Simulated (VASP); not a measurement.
A convergence study with VASP on NiAl (CsCl type): one setting is varied, all else stays as given below, so the limit is that of these other settings.

```
CELL_PARAMETERS angstrom
      2.89000     0.00000     0.00000
      0.00000     2.89000     0.00000
      0.00000     0.00000     2.89000
ATOMIC_POSITIONS crystal
  Al 0.50000 0.50000 0.50000
  Ni 0.00000 0.00000 0.00000
```

These are PBE GGA, VASP's PBE PAW potentials (set 64) (plane waves; VASP 6.6.1) values and carry that method's errors. The tightest run used: 550 eV cut-off, 22×22×22 Γ-centred mesh, first-order Methfessel-Paxton smearing of 0.10 eV, potentials Al Ni.

The reference is 22×22×22 mesh, which took about 2 core-minutes. The timings are rough (shared machines, no repeats); factors under 2 mean little.

Problem. Of the settings 1×1×1 mesh; 2×2×2 mesh; 3×3×3 mesh; 4×4×4 mesh; 5×5×5 mesh; 6×6×6 mesh; 7×7×7 mesh; 8×8×8 mesh; 9×9×9 mesh; 10×10×10 mesh; 11×11×11 mesh; 12×12×12 mesh; 13×13×13 mesh; 14×14×14 mesh; 15×15×15 mesh; 16×16×16 mesh; 17×17×17 mesh; 18×18×18 mesh; 19×19×19 mesh; 20×20×20 mesh; 21×21×21 mesh; 22×22×22 mesh, which is the lowest that keeps the difference from the reference in the stress, largest component (GPa) within 0.5 from there on, and what does it cost?

Solution. 6×6×6 mesh; its cost over the reference is about 1/10.
```
setting        difference in the stress, largest component (GPa)  cost over the reference
-------------  -------------------------------------------------  -----------------------
1×1×1 mesh                                                  8.14               about 1/30
2×2×2 mesh                                                  2.86               about 1/20
3×3×3 mesh                                                  0.76               about 1/20
4×4×4 mesh                                                  0.86               about 1/20
5×5×5 mesh                                                  0.86               about 1/20
6×6×6 mesh                                                  0.23               about 1/10
7×7×7 mesh                                                  0.00               about 1/10
8×8×8 mesh                                                  0.11                about 1/6
9×9×9 mesh                                                  0.13                about 1/7
10×10×10 mesh                                               0.14                about 1/7
11×11×11 mesh                                               0.25                about 1/5
12×12×12 mesh                                               0.05                about 1/4
13×13×13 mesh                                               0.13                about 1/4
14×14×14 mesh                                               0.02                about 1/3
15×15×15 mesh                                               0.01                about 1/3
16×16×16 mesh                                               0.01     within a factor of 2
17×17×17 mesh                                               0.01                about 1/3
18×18×18 mesh                                               0.00     within a factor of 2
19×19×19 mesh                                               0.02     within a factor of 2
20×20×20 mesh                                               0.01     within a factor of 2
21×21×21 mesh                                               0.01     within a factor of 2
22×22×22 mesh                                               0.00                reference
```

Left out are rungs that failed or repeat a setting and relaxations that didn't move; long series are thinned to 24 rows.

The compound is NiAl in the CsCl type structure. The cell was not relaxed at this level. The run is not spin-polarised, so no magnetic state was tried. The electron count is odd and the run is not spin-polarised, which forces a metal.
